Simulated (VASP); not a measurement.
OSZICAR of a VASP run on InSb (space group F-43m):

**OSZICAR**
```
       N       E                     dE             d eps       ncg     rms          rms(c)
DAV:   1     0.103748685997E+03    0.10375E+03   -0.70009E+03  1456   0.114E+03
DAV:   2    -0.134359254876E+01   -0.10509E+03   -0.10301E+03  1531   0.284E+02
DAV:   3    -0.818453758714E+01   -0.68409E+01   -0.68075E+01  1916   0.833E+01
DAV:   4    -0.836757082209E+01   -0.18303E+00   -0.18295E+00  1748   0.162E+01
DAV:   5    -0.837618416547E+01   -0.86133E-02   -0.86132E-02  2062   0.282E+00    0.440E+00
DAV:   6    -0.824929651890E+01    0.12689E+00   -0.18076E-01  1936   0.752E+00    0.249E+00
DAV:   7    -0.821790695422E+01    0.31390E-01   -0.79579E-02  1839   0.299E+00    0.566E-01
DAV:   8    -0.821617026636E+01    0.17367E-02   -0.74437E-03  2050   0.122E+00    0.328E-01
DAV:   9    -0.821623689619E+01   -0.66630E-04   -0.54091E-04  1689   0.260E-01    0.605E-02
DAV:  10    -0.821623754206E+01   -0.64586E-06   -0.24841E-05  1769   0.584E-02    0.335E-02
DAV:  11    -0.821624181871E+01   -0.42767E-05   -0.85084E-06  1621   0.368E-02    0.132E-02
DAV:  12    -0.821624174817E+01    0.70538E-07   -0.47915E-07  1876   0.892E-03
   1 F= -.82162417E+01 E0= -.82162417E+01  d E =0.000000E+00
```

Which electronic solver shows in the log?

It is blocked Davidson (ALGO = Normal, or the opening steps of other solvers). The INCAR had ALGO = Normal.

Can the final energy be trusted as converged?

The run converged. It stopped with EDIFF = 1E-7, NELM = 100 (LDA (Ceperley-Alder, Perdew-Zunger), plane waves, VASP's LDA PAW potentials (set 64)).

The structure comes from a computed database's InSb entry (F-43m); how it stands against other phases isn't given here. It was relaxed first, which changed the volume by -8 %.
